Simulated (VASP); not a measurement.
OSZICAR of a VASP run on CsPbCl3 (cubic perovskite):

**OSZICAR**
```
       N       E                     dE             d eps       ncg     rms          rms(c)
DAV:   1     0.429628246806E+03    0.42963E+03   -0.19540E+04   520   0.154E+03
DAV:   2     0.405354960010E+02   -0.38909E+03   -0.38063E+03   662   0.348E+02
DAV:   3    -0.554987304779E+01   -0.46085E+02   -0.45754E+02   590   0.130E+02
DAV:   4    -0.751959297281E+01   -0.19697E+01   -0.19506E+01   768   0.340E+01
DAV:   5    -0.755323629316E+01   -0.33643E-01   -0.33619E-01   646   0.373E+00    0.515E+00
DAV:   6    -0.665773003774E+01    0.89551E+00   -0.20089E+00   728   0.141E+01    0.320E+00
DAV:   7    -0.661439603543E+01    0.43334E-01   -0.68190E-01   796   0.486E+00    0.179E+00
DAV:   8    -0.662264312426E+01   -0.82471E-02   -0.89526E-02   778   0.262E+00    0.315E-01
DAV:   9    -0.661951358783E+01    0.31295E-02   -0.23764E-02   752   0.125E+00    0.112E-01
DAV:  10    -0.661995245071E+01   -0.43886E-03   -0.22327E-03   616   0.312E-01    0.365E-02
DAV:  11    -0.662000505209E+01   -0.52601E-04   -0.12009E-04   704   0.966E-02    0.158E-02
DAV:  12    -0.662000858688E+01   -0.35348E-05   -0.21218E-05   704   0.664E-02    0.742E-03
DAV:  13    -0.662000791885E+01    0.66802E-06   -0.42174E-06   808   0.113E-02    0.229E-03
DAV:  14    -0.662000807406E+01   -0.15521E-06   -0.36505E-07   522   0.512E-03    0.583E-04
DAV:  15    -0.662000809940E+01   -0.25339E-07   -0.30974E-08   384   0.235E-03
   1 F= -.66200081E+01 E0= -.66200081E+01  d E =-.235318E-16
```

### Question
Which electronic solver shows in the log?

### Answer
It is blocked Davidson (ALGO = Normal, or the opening steps of other solvers). The INCAR had ALGO = Normal.

### Question
Can the final energy be trusted as converged?

### Answer
Self-consistency was reached. It stopped with EDIFF = 1E-7, NELM = 100 (optB88-vdW, plane waves, VASP's PBE PAW potentials (set 64)).

The compound is CsPbCl3 in the cubic perovskite structure, the ideal cubic form; the compound distorts at low or room temperature. This cell is one point of a volume scan, at 0.97 of the reference volume.
